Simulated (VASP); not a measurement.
Output of a VASP run:

**OSZICAR**
```
...
   2 F= -.26500510E+03 E0= -.26496686E+03  d E =-.469832E-01
       N       E                     dE             d eps       ncg     rms          rms(c)
DAV:   1    -0.265008747913E+03   -0.36604E-02   -0.35911E-01   352   0.106E+00    0.194E-01
RMM:   2    -0.265010681731E+03   -0.19338E-02   -0.22514E-02   320   0.263E-01    0.638E-02
RMM:   3    -0.265010934942E+03   -0.25321E-03   -0.31582E-03   323   0.105E-01    0.369E-02
RMM:   4    -0.265010957211E+03   -0.22269E-04   -0.59931E-04   324   0.446E-02    0.162E-02
RMM:   5    -0.265010971224E+03   -0.14014E-04   -0.14343E-04   308   0.212E-02    0.976E-03
RMM:   6    -0.265010973299E+03   -0.20746E-05   -0.23531E-05   211   0.952E-03
   3 F= -.26501097E+03 E0= -.26497271E+03  d E =-.528609E-01
       N       E                     dE             d eps       ncg     rms          rms(c)
DAV:   1    -0.265010960544E+03    0.10680E-04   -0.13134E-03   384   0.647E-02    0.117E-02
RMM:   2    -0.265010967032E+03   -0.64879E-05   -0.76873E-05   275   0.155E-02    0.415E-03
RMM:   3    -0.265010967558E+03   -0.52568E-06   -0.89179E-06   180   0.575E-03    0.251E-03
RMM:   4    -0.265010967459E+03    0.98891E-07   -0.10526E-06   110   0.224E-03
   4 F= -.26501097E+03 E0= -.26497270E+03  d E =-.528551E-01
       N       E                     dE             d eps       ncg     rms          rms(c)
DAV:   1    -0.265012670287E+03   -0.17027E-02   -0.76027E-02   336   0.507E-01    0.971E-02
RMM:   2    -0.265013093428E+03   -0.42314E-03   -0.51166E-03   320   0.127E-01    0.305E-02
RMM:   3    -0.265013157243E+03   -0.63815E-04   -0.74879E-04   324   0.508E-02    0.183E-02
RMM:   4    -0.265013160990E+03   -0.37473E-05   -0.12414E-04   315   0.209E-02    0.807E-03
RMM:   5    -0.265013163320E+03   -0.23301E-05   -0.26799E-05   220   0.968E-03
   5 F= -.26501316E+03 E0= -.26497479E+03  d E =-.219586E-02
       N       E                     dE             d eps       ncg     rms          rms(c)
DAV:   1    -0.265013342884E+03   -0.18189E-03   -0.24086E-02   360   0.285E-01    0.551E-02
RMM:   2    -0.265013481218E+03   -0.13833E-03   -0.16610E-03   320   0.723E-02    0.173E-02
RMM:   3    -0.265013503278E+03   -0.22059E-04   -0.25191E-04   323   0.293E-02    0.105E-02
RMM:   4    -0.265013504848E+03   -0.15702E-05   -0.41856E-05   238   0.121E-02
   6 F= -.26501350E+03 E0= -.26497508E+03  d E =-.253739E-02
       N       E                     dE             d eps       ncg     rms          rms(c)
DAV:   1    -0.265014098137E+03   -0.59486E-03   -0.12220E-02   336   0.208E-01    0.475E-02
RMM:   2    -0.265014143428E+03   -0.45291E-04   -0.73338E-04   320   0.511E-02    0.182E-02
RMM:   3    -0.265014152342E+03   -0.89147E-05   -0.12473E-04   318   0.212E-02    0.890E-03
RMM:   4    -0.265014153041E+03   -0.69822E-06   -0.16111E-05   200   0.838E-03
   7 F= -.26501415E+03 E0= -.26497566E+03  d E =-.648193E-03
       N       E                     dE             d eps       ncg     rms          rms(c)
DAV:   1    -0.265014451160E+03   -0.29882E-03   -0.37398E-02   336   0.358E-01    0.813E-02
RMM:   2    -0.265014585736E+03   -0.13458E-03   -0.21798E-03   320   0.878E-02    0.310E-02
RMM:   3    -0.265014612755E+03   -0.27019E-04   -0.37173E-04   336   0.366E-02    0.154E-02
RMM:   4    -0.265014614776E+03   -0.20208E-05   -0.49032E-05   247   0.145E-02
   8 F= -.26501461E+03 E0= -.26497609E+03  d E =-.110993E-02
```

OUTCAR:
```
------------------------ aborting loop because EDIFF is reached ----------------------------------------
  FORCE on cell =-STRESS in cart. coord.  units (eV):
  Direction    XX          YY          ZZ          XY          YZ          ZX
  --------------------------------------------------------------------------------------
  Total      -14.1982841    -14.1913881    -14.2014333      0.2141692     -0.0316957     -0.1725692
  in kB      -14.8709611    -14.8637384    -14.8742595      0.2243160     -0.0331974     -0.1807450
  external PRESSURE =     -14.8696530 kB  Pullay stress =       0.0000000 kB
  volume of cell :     1529.70
      direct lattice vectors                 reciprocal lattice vectors
    11.522210421  0.000000000  0.000000000     0.086788903  0.000000000  0.000000000
     0.000000000 11.522210421  0.000000000     0.000000000  0.086788903  0.000000000
     0.000000000  0.000000000 11.522210421     0.000000000  0.000000000  0.086788903
  FREE ENERGIE OF THE ION-ELECTRON SYSTEM (eV)
  ---------------------------------------------------
  free  energy   TOTEN  =      -265.0146147755 eV

  energy  without entropy=     -264.9375669412  energy(sigma->0) =     -264.97609086

 reached required accuracy - stopping structural energy minimisation
```
(Selected blocks of OUTCAR.)

**POSCAR**
```
AlGa31As32
1
   11.5222104212    -0.0000000000    -0.0000000000
   -0.0000000000    11.5222104212     0.0000000000
    0.0000000000     0.0000000000    11.5222104212
Ga As Al
31 32 1
Direct
  0.5000000000   0.0000000000   0.0000000000
  0.7500000000   0.2500000000   0.0000000000
  0.7500000000   0.0000000000   0.2500000000
  0.0000000000   0.0000000000   0.0000000000
  0.2500000000   0.2500000000   0.0000000000
  0.5000000000   0.5000000000   0.0000000000
  0.7500000000   0.7500000000   0.0000000000
  0.2500000000   0.0000000000   0.2500000000
  0.5000000000   0.2500000000   0.2500000000
  0.7500000000   0.5000000000   0.2500000000
  0.5000000000   0.0000000000   0.5000000000
  0.7500000000   0.2500000000   0.5000000000
  0.7500000000   0.0000000000   0.7500000000
  0.0000000000   0.5000000000   0.0000000000
  0.2500000000   0.7500000000   0.0000000000
  0.0000000000   0.2500000000   0.2500000000
  0.2500000000   0.5000000000   0.2500000000
  0.5000000000   0.7500000000   0.2500000000
  0.0000000000   0.0000000000   0.5000000000
  0.2500000000   0.2500000000   0.5000000000
  0.7500000000   0.7500000000   0.5000000000
  0.2500000000   0.0000000000   0.7500000000
  0.5000000000   0.2500000000   0.7500000000
  0.7500000000   0.5000000000   0.7500000000
  0.0000000000   0.7500000000   0.2500000000
  0.0000000000   0.5000000000   0.5000000000
  0.2500000000   0.7500000000   0.5000000000
  0.0000000000   0.2500000000   0.7500000000
  0.2500000000   0.5000000000   0.7500000000
  0.5000000000   0.7500000000   0.7500000000
  0.0000000000   0.7500000000   0.7500000000
  0.6250000000   0.1250000000   0.1250000000
  0.8750000000   0.3750000000   0.1250000000
  0.8750000000   0.1250000000   0.3750000000
  0.1250000000   0.1250000000   0.1250000000
  0.3750000000   0.3750000000   0.1250000000
  0.6250000000   0.6250000000   0.1250000000
  0.8750000000   0.8750000000   0.1250000000
  0.3750000000   0.1250000000   0.3750000000
  0.6254130000   0.3791350000   0.3785160000
  0.8750000000   0.6250000000   0.3750000000
  0.6250000000   0.1250000000   0.6250000000
  0.8750000000   0.3750000000   0.6250000000
  0.8750000000   0.1250000000   0.8750000000
  0.1250000000   0.6250000000   0.1250000000
  0.3750000000   0.8750000000   0.1250000000
  0.1250000000   0.3750000000   0.3750000000
  0.3759360000   0.6266890000   0.3753570000
  0.6250000000   0.8750000000   0.3750000000
  0.1250000000   0.1250000000   0.6250000000
  0.3760740000   0.3791450000   0.6264650000
  0.6228940000   0.6213760000   0.6265390000
  0.8750000000   0.8750000000   0.6250000000
  0.3750000000   0.1250000000   0.8750000000
  0.6250000000   0.3750000000   0.8750000000
  0.8750000000   0.6250000000   0.8750000000
  0.1250000000   0.8750000000   0.3750000000
  0.1250000000   0.6250000000   0.6250000000
  0.3750000000   0.8750000000   0.6250000000
  0.1250000000   0.3750000000   0.8750000000
  0.3750000000   0.6250000000   0.8750000000
  0.6250000000   0.8750000000   0.8750000000
  0.1250000000   0.8750000000   0.8750000000
  0.4995300000   0.4975620000   0.5034130000
```

Q: Write an INCAR and KPOINTS that could have produced this output.

A: One answer among several that fit: the input of the run itself, PBE GGA, plane waves, VASP's PBE PAW potentials (set 64).

KPOINTS:
```
Automatic mesh
0
Gamma
1 1 1
0 0 0
```

**INCAR**
```
SYSTEM = AlGa31As32
PREC = Normal; ENCUT = 400; LREAL = Auto
LASPH = T; ISYM = 0; NELECT = 254.0
EDIFF = 1E-5; NELM = 100; NELMIN = 4
ALGO = Fast; LMAXMIX = 4
ISMEAR = 0; SIGMA = 0.05
GGA = PE
IBRION = 2; NSW = 60; ISIF = 2
EDIFFG = -0.03
LWAVE = F; LCHARG = F
```

POTCAR, in this order: Ga As Al (PBE.64 set). Program: vasp_gam.

The cell is charged, with a uniform compensating background. The supercell is sampled at Γ alone, which is coarse: total energies, pressure and levels can be off, energies of defects by several tenths of an eV.

The cell is a supercell with a defect, built from GaAs (zinc blende): Al_Ga, charge +2. The run is not spin-polarised, so no state with unpaired spins was tried.
